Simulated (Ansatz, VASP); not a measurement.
**BeZn3Se4 in VASP and in Ansatz**

INCAR

```
PREC = Accurate
ENCUT = 520
EDIFF = 1E-7
ISMEAR = 0
SIGMA = 0.1
LREAL = F
LASPH = T
NELM = 60
ALGO = Normal
ISIF = 2
LWAVE = F
LCHARG = F
GGA = PE
NBANDS = 41
```

Contents of KPOINTS:

```
Automatic mesh
0
Gamma
  6 6 2
```

The input POSCAR:

```
BeZn3Se4
1.0
    3.9487356000      0.0000000000      0.0000000000
   -1.9743678000      3.4197053000      0.0000000000
    0.0000000000      0.0000000000     13.0379726000
Be Zn Se
1 3 4
Direct
    0.3333333000      0.6666667000      0.0012130000
    0.3333333000      0.6666667000      0.5008500000
    0.6666667000      0.3333333000      0.2425510000
    0.6666667000      0.3333333000      0.7597200000
    0.3333333000      0.6666667000      0.1733880000
    0.3333333000      0.6666667000      0.6903950000
    0.6666667000      0.3333333000      0.4319450000
    0.6666667000      0.3333333000      0.9499360000
```

Input for Ansatz:

```yaml
crystal:
  lattice:
    - [3.9487356, 0.0, 0.0]
    - [-1.9743678, 3.4197053, 0.0]
    - [0.0, 0.0, 13.0379726]
  atoms:
    - { symbol: Be, position: [0.3333333, 0.6666667, 0.001213] }
    - { symbol: Zn, position: [0.3333333, 0.6666667, 0.50085] }
    - { symbol: Zn, position: [0.6666667, 0.3333333, 0.242551] }
    - { symbol: Zn, position: [0.6666667, 0.3333333, 0.75972] }
    - { symbol: Se, position: [0.3333333, 0.6666667, 0.173388] }
    - { symbol: Se, position: [0.3333333, 0.6666667, 0.690395] }
    - { symbol: Se, position: [0.6666667, 0.3333333, 0.431945] }
    - { symbol: Se, position: [0.6666667, 0.3333333, 0.949936] }
basis:
  ecutwfc: 420
kpoints:
  mp_grid: { grid: [6, 6, 2] }
hamiltonian:
  xc: pbe
scf:
  occupations: { method: gaussian, width: 0.1 }
  lower_state_search: "off"
output:
  forces: true
  stress: true
  eigenvalues: true
```

Alike in both runs: task single point; functional PBE; k mesh 6 × 6 × 2; occupations gaussian, width 0.1 eV; no spin polarisation.

|  | VASP | Ansatz |
| --- | --- | --- |
| version | VASP 6.6.1 | Ansatz 0.2.0 |
| potentials or method | VASP PAW PBE potentials, release 64 (Be, Zn, Se) | scalar-relativistic, plane waves, PAW |
| plane-wave cutoff (eV) | 520 | 420 |
| valence electrons in the cell | 62 | 102 |

Ansatz gave:

| Quantity | Value |
| --- | --- |
| gap on the k mesh at the Fermi level (eV) | 1.59 |
| least direct gap on the mesh (eV) | 1.59 |
| pressure (GPa) | 0.0 |
| largest component of the traceless stress (GPa) | 0.06 |
| rms of the force components (eV/Å) | 0.003 |

Problem. Which values does VASP return?

Solution. gap on the k mesh at the Fermi level (eV): 1.59; least direct gap on the mesh (eV): 1.59; pressure (GPa): 0.2; largest component of the traceless stress (GPa): 0.06; rms of the force components (eV/Å): 0.006.

Atom by atom the forces differ by 0.004 eV/Å (rms over components). The two sets of potentials don't hold the same shells in valence.

A hybrid or GW would open this gap; PBE tends to underestimate it.
